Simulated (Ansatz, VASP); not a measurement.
# Cross-check of HfC between VASP and Ansatz, part 2 of 2

Aim: how closely do two programs agree when they are given the same cell, functional and k mesh? The cell is taken from a series of runs on this material, whose earlier steps may have relaxed, scaled, displaced or heated it; both programs get it as it stands.

VASP 6.6.1 and Ansatz 0.2.0.

So far: Set-up; VASP: zone-centre phonons, PBEsol.

### Step 3. Ansatz: zone-centre phonons, PBEsol

Level of this step: Ansatz beside VASP: Kohn-Sham DFT, plane waves, PBEsol (Ansatz).

Ansatz runs on its PAW soft_1 files.

The same cell, functional, mesh and smearing now go to Ansatz, which takes its cutoff from its data sets.

input.yaml reads:

```yaml
crystal:
  lattice:
    - [0.0, 2.3726874727, 2.278301424]
    - [2.3726874727, 0.0, 2.278301424]
    - [2.3726874727, 2.3726874727, 0.0]
  atoms:
    - { symbol: C, position: [0.0, 0.0, 0.0] }
    - { symbol: Hf, position: [0.5, 0.5, 0.5] }
kpoints:
  mp_grid: { grid: [16, 16, 16] }
hamiltonian:
  xc: pbesol
  pseudopotentials: { kind: paw, azcp: { folder: soft_1 }, xc_functional: pbe }
scf:
  occupations: { method: methfessel_paxton, width: 0.2 }
output:
  eigenvalues: true
phonons:
  method: dfpt
```

Command:

```bash
> ansatz run input.yaml --threads 4 --pin off --max-ram 10240MiB --backend cpu --events-out ev --progress --plain --runs-dir out
```

Numbers of over 12 decimals in the logs are rounded to 6 here.

Log:

```text
zone centre: on kpoints.mp_grid the ground state, and the responses unless they are solved on pairs of k-points, stand on 621 of the mesh's 4096 k-points, reduced under 8 symmetry operations, with k and −k counted as one. Each operation leaves every solved displacement unchanged or reverses it
Engine: ansatz 0.2.0, x86_64-unknown-linux-gnu
Pseudopotentials: kind: paw
Pseudopotential: C, paw, valence charge 4, recommended cutoff 420 eV (normal), soft_1/C.paw.azcp
Pseudopotential: Hf, paw, valence charge 26, recommended cutoff 420 eV (normal), soft_1/Hf.paw.azcp
Functional definition: PBEsol
  exchange = pbesol_x
  correlation = pbesol_c
Crystal: 2 atoms, lattice volume = 25.652 Å³
Basis set: ecut = 420 eV, 515 PW (Γ), exchange–correlation on 48×48×48 points (8 copies of the dense FFT grid, shifted against one another)
Bands: 19, of which v1, the nominal top of the filled ones, is band 15 counted from 1 (14 counted from 0)
Symmetry: 16 space group operations
k-points: 621 of 4096 (irreducible under 8 space group operations)
Non-local potential: C, projectors of the file, l = 0: 2, l = 1: 2, l = 2: 1
Non-local potential: Hf, projectors of the file, l = 0: 3, l = 1: 2, l = 2: 2, l = 3: 3
PAW form: soft (Blöchl's): semilocal exchange-correlation on the pseudo side does not see the compensation charge
PAW frozen core: C, regenerated for the run's functional, and the local potential with it (the file was generated under x = pbe(κ = 0.804, μ = 0.219515), c = pbe(β = 0.066725))
PAW frozen core: Hf, regenerated for the run's functional, and the local potential with it (the file was generated under x = pbe(κ = 0.804, μ = 0.219515), c = pbe(β = 0.066725))
PAW one-centre angular grid: C, 110 points (default); XC on 64 Gauss nodes
PAW one-centre angular grid: Hf, 590 points (default); XC on 64 Gauss nodes
Initial density: superposition of atomic densities (chi_scale 0.1, normalization cell, long waves kept (reshape's long-wave potential 0.00 eV rms))
Initial wavefunctions: pseudopotential atomic-orbital guess
Functional: x = pbesol(κ = 0.804, μ = 0.123457), c = pbesol(β = 0.046)
SCF iter   1: F=—  HF=-15847.972288 eV  |F-HF|=—  |Δ(HF+E_count)|=         —  Δρ=8.33e-2  dr2=2.47e0  ethr=3.10e-3  ⟨swp⟩=4.8  Hψ=49819  notcnv=0
preconditioner: auto → Kerker (q_TF=auto, 2.800 Å⁻¹)  [metal: Δε(μ)=0.013 eV  Ē_g=17.537 eV  σ=0.200 eV  W_gap=0.05  n_scr=14 (ndim 8)  ℏωp=38.8 eV  f_vac=0.000  D(μ)=0.19/eV (n_scr^D=0)]
SCF iter   2: F=—  HF=-15847.469955 eV  |F-HF|=—  |Δ(HF+E_count)|=   5.02e-1  S|Δr|=    0.00e0  Δρ=3.27e-2  dr2=2.70e-1  ethr=3.10e-3  ⟨swp⟩=2.3  Hψ=21436  notcnv=0
SCF iter   3: F=—  HF=-15847.416842 eV  |F-HF|=—  |Δ(HF+E_count)|=   5.31e-2  S|Δr|=    0.00e0  Δρ=1.44e-2  dr2=3.48e-2  ethr=8.98e-4  ⟨swp⟩=2.0  Hψ=20480  notcnv=0
SCF iter   4: F=—  HF=-15847.407796 eV  |F-HF|=—  |Δ(HF+E_count)|=   9.05e-3  S|Δr|=    0.00e0  Δρ=8.14e-3  dr2=8.48e-3  ethr=1.16e-4  ⟨swp⟩=2.0  Hψ=21009  notcnv=0
SCF iter   5: F=—  HF=-15847.407550 eV  |F-HF|=—  |Δ(HF+E_count)|=   2.46e-4  S|Δr|=    0.00e0  Δρ=1.58e-3  dr2=3.32e-4  ethr=2.83e-5  ⟨swp⟩=2.3  Hψ=19280  notcnv=0
SCF iter   6: F=—  HF=-15847.407480 eV  |F-HF|=—  |Δ(HF+E_count)|=   6.98e-5  S|Δr|=    0.00e0  Δρ=2.24e-4  dr2=1.23e-5  ethr=1.11e-6  ⟨swp⟩=2.8  Hψ=20995  notcnv=0
SCF iter   7: F=—  HF=-15847.407486 eV  |F-HF|=—  |Δ(HF+E_count)|=   5.39e-6  S|Δr|=    0.00e0  Δρ=7.13e-5  dr2=1.18e-6  ethr=4.11e-8  ⟨swp⟩=2.1  Hψ=21416  notcnv=0
SCF iter   8: F=—  HF=-15847.407486 eV  |F-HF|=—  |Δ(HF+E_count)|=   1.42e-7  S|Δr|=    0.00e0  Δρ=1.52e-5  dr2=3.56e-8  ethr=3.93e-9  ⟨swp⟩=2.2  Hψ=21252  notcnv=0
SCF iter   9: F=—  HF=-15847.407486 eV  |F-HF|=—  |Δ(HF+E_count)|=   1.56e-8  S|Δr|=    0.00e0  Δρ=2.92e-6  dr2=1.84e-9  ethr=1.19e-10  ⟨swp⟩=2.7  Hψ=21566  notcnv=0
SCF iter  10: F=—  HF=-15847.407486 eV  |F-HF|=—  |Δ(HF+E_count)|=   2.42e-9  S|Δr|=    0.00e0  Δρ=3.99e-7  dr2=3.33e-11  ethr=6.14e-12  ⟨swp⟩=2.5  Hψ=22039  notcnv=0
SCF iter  11: F=-15847.407486 eV  HF=-15847.407486 eV  |F-HF|=3.64e-12  |Δ(HF+E_count)|=    0.00e0  S|Δr|=    0.00e0  Δρ=1.09e-7  dr2=1.21e-12  ethr=1.00e-12  ⟨swp⟩=7.2  Hψ=67271  notcnv=0
SCF 1 converged in 11 iterations: F = -15847.407486 eV  dr2 = 1.21e-12
  greatest PAW one-centre occupation: 0.998 electrons in one spin orbital (limit 2), on the Hf atom at site 1 (counted from 0), in its partial waves of l = 0
DFPT response loops at Γ: preconditioner auto → Kerker (q_TF=auto, 2.800 Å⁻¹) (partly filled bands, converged f_vac=0.000); β = 1.00, the filter's whole step (`scf.mixing.beta` (0.50) is not read by the response loops under this deck's `scf.mixing.preconditioner`; to damp them name `kerker` or `kerker_dos`, under which they read `scf.mixing.beta`, and type it under 1.00, their step now; both keys bind the ground state too); Broyden in place of MSR1
SCF converged after 11 iterations
Stability not checked: this state was not tested for a lower state beside it, because cold or Methfessel-Paxton smearing, or corrected tetrahedra, fill the levels in a way that the test cannot read (fill_not_monotonic; see scf.lower_state_search)
Free energy (F): -15847.407486 eV
Harris-Foulkes:  -15847.407486 eV  (|F-HF|=3.64e-12)
Internal energy: -15847.407455 eV  (E = F + TS)
E sigma→0 (E₀):  -15847.407478 eV
Entropy (-TS):   -0.000031 eV (-0.015 meV/atom)
Fermi energy:    18.027216 eV
--- Per-component energies (eV) ---
  E_band       = 47.994216
  E_kinetic    = 491.367038
  E_local      = -6289.170532  (includes V_loc(G=0)·N_el)
  E_nonlocal   = 90.966341
  E_hartree    = 3069.108690
  E_xc         = -311.227809
  E_vxc        = -312.423497  (∫ρ·V_xc dr)
  E_paw        = -7672.884106  (= ΣΔE_a)
  E_vpaw       = -70.962611  (= ΣTr[D̂ρ^β])
  E_aug_tail   = 0.000104  (compensation charges beyond the density's cutoff)
  E_ewald      = -5226.839338
  E_core_change = 1.272157  (= ΣΔE_core)
  E_smearing   = -0.000031  (= −TS)
  E_closure    = -0.000000  (closes the sum)
  Σ components = -15847.407486   (vs F -15847.407486, Δ=0.00e0)
--- Band table (eV; the first three rows and the last of 621) ---
  k-point 0: bands = [... 11 lower, 6.9761, 19.0068, 19.0068, 19.1981, 19.1981, 19.2151, 19.6166, 21.0287]
  k-point 1: bands = [... 11 lower, 6.9752, 18.2668, 18.4352, 18.6402, 19.4708, 19.6366, 19.9229, 21.5273]
  k-point 2: bands = [... 11 lower, 6.9750, 17.2213, 17.6374, 17.8404, 19.8186, 19.9645, 20.2952, 22.5667]
  k-point 620: bands = [... 11 lower, 7.7512, 15.6840, 16.1745, 17.7728, 17.7728, 23.1946, 24.5405, 24.5405]
--- Phonons (Γ-DFPT): 4 representative perturbations + reference, on 621 of 4096 k-points (Σ response iterations 12) ---
  k mesh reduced under 8 symmetry operations, with k and −k counted as one. Each operation leaves every solved displacement unchanged or reverses it
  ASR residual: 3.388e-5 → 0.000e0 eV/Å²; symmetrization residual: 1.064e-6 eV/Å²
  ASR residual per site (eV/Å²): 2.31e-5 3.39e-5
  Γ frequencies (cm⁻¹): 0.00 0.00 0.00 365.06 365.06 487.23
  non-analytic LO–TO correction: not included (Born effective charges unavailable; polar crystals: no LO–TO splitting at Γ)
```

### Step 4. Comparison

Known differences besides the potentials themselves: the data sets hold 30 valence electrons in Ansatz (on its PAW soft_1 files) and 14 in VASP; the cutoff is 420 eV in Ansatz and 600 eV in VASP; Ansatz makes its cores anew for this functional, VASP keeps those of its PBE data sets. Total energies have different zeros and are not compared.

Both answers:

```tsv
quantity	Ansatz	VASP	difference
optical mode 1 to 2 (cm⁻¹)	365.1	362.9	+0.59 %
optical mode 3 (cm⁻¹)	487.2	487.0	+0.05 %
```

Modes are paired by rising frequency, not by their patterns, so a pair may set unlike modes beside each other; they are those without the splitting of longitudinal modes.

### Step 5. Results

```yaml
r_m_s_difference_of_the_optical_zone_centre_modes_each_program_s_sorted_by_frequency_zone_centre_phonons_pbesol: 1.8 cm⁻¹
difference_in_optical_mode_1_to_2_zone_centre_phonons_pbesol: +0.6 %
```

**Reading.** The r.m.s. difference of the optical zone-centre modes, each program's sorted by frequency is 1.8 cm⁻¹ (zone-centre phonons, PBEsol). The data sets hold unlike numbers of valence electrons (30 in Ansatz and 14 in VASP), so part of the differences comes from the potentials. Among the rows given in per cent, the largest difference of the zone-centre phonons, PBEsol pair is in optical mode 1 to 2, +0.6 %. Such differences can come from data sets, numerical settings and the points named under the comparisons, not from the functional's error against experiment.

[Lines on the potential files, build, host, timing and source positions are cut from VASP's logs without a mark.]

[Logs are printed without paths, hosts, clocks, repeated set-up lines and the standing remarks that a program may print on its own settings, such as how far it seeks lower states.]

[Hosts, paths, dates, database ids (printed as entryN), source tags and the programs' standing remarks are cut or masked in the printed files.]
